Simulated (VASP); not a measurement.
```
TiS2
1.0
    1.73910    -3.01221     0.00000
    1.73910     3.01221     0.00000
    0.00000     0.00000     5.81400
Ti S
1 2
Direct
  0.00000   0.00000   0.00000
  0.33333   0.66667   0.25000
  0.66667   0.33333   0.75000
```

The base run (VASP): PBE GGA, plane waves, VASP's PBE PAW potentials (set 64). Settings: 400 eV cut-off, 9×9×5 Γ-centred mesh, first-order Methfessel-Paxton smearing of 0.10 eV, potentials Ti_sv S.

One setting is varied; ΔE counts from the most expensive setting. The base run took about 10 core-seconds. The timings are rough (shared machines, no repeats); factors under 2 mean little.

The pressure holds a Pulay error that falls with the cut-off, as the column shows.

```json
[
 {"setting": "ENCUT = 200", "cost over the base run": "about 1/2", "electronic steps": "16", "ΔE (meV/atom)": "100.9", "pressure (GPa)": "-22.19"},
 {"setting": "ENCUT = 300", "cost over the base run": "within a factor of 2", "electronic steps": "16", "ΔE (meV/atom)": "3.8", "pressure (GPa)": "-4.91"},
 {"setting": "base run", "cost over the base run": "reference", "electronic steps": "16", "ΔE (meV/atom)": "1.3", "pressure (GPa)": "-4.85"},
 {"setting": "ENCUT = 450", "cost over the base run": "within a factor of 2", "electronic steps": "16", "ΔE (meV/atom)": "0.5", "pressure (GPa)": "-4.80"},
 {"setting": "ENCUT = 700", "cost over the base run": "about 3 times", "electronic steps": "16", "ΔE (meV/atom)": "0.1", "pressure (GPa)": "-4.70"},
 {"setting": "ENCUT = 800", "cost over the base run": "about 3 times", "electronic steps": "16", "ΔE (meV/atom)": "0.0", "pressure (GPa)": "-4.70"},
 {"setting": "ENCUT = 750", "cost over the base run": "about 3 times", "electronic steps": "16", "ΔE (meV/atom)": "0.0", "pressure (GPa)": "-4.70"}
]
```

Left out are runs that failed, have no time on record or changed the cell.

The compound is TiS2 in the 1T layered structure. The cell was not relaxed at this level.
